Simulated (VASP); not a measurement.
Consider the following.

```
CuZn
1.0
    2.92702     0.00000     0.00000
    0.00000     2.92702     0.00000
    0.00000     0.00000     2.92702
Zn Cu
1 1
Direct
  0.50000   0.50000   0.50000
  0.00000   0.00000   0.00000
```

Calculation: PBE GGA with D4 dispersion, VASP's PBE PAW potentials (set 64) (plane waves; VASP). Settings: 520 eV cut-off, 12×12×12 Γ-centred mesh, first-order Methfessel-Paxton smearing of 0.10 eV, potentials Zn Cu.

Give the energy at these volumes per atom, relative to the lowest: 11.75, 12.12, 12.50, 12.87, 13.25 Å³.

22.9, 5.9, 0.0, 3.3, 14.4 meV/atom. A third-order Birch-Murnaghan fit gives B0 = 129 GPa and B0′ = 5.0.

Measured: bulk modulus 116 GPa (computed value off by +11.4 %), as given by Niraj K. Nepal et al., Physical Review B (2020), arXiv:2007.11150; a 2.958 Å (computed value off by -1.0 %), as given by First-Principles Study on the Electrical and Thermal Conductivities of Cu–Zn Binary Alloys. The calculation is for a static lattice, while the measured bulk modulus, a hold thermal and zero-point effects, which are part of the difference.

The compound is CuZn in the CsCl type structure. It was relaxed first.
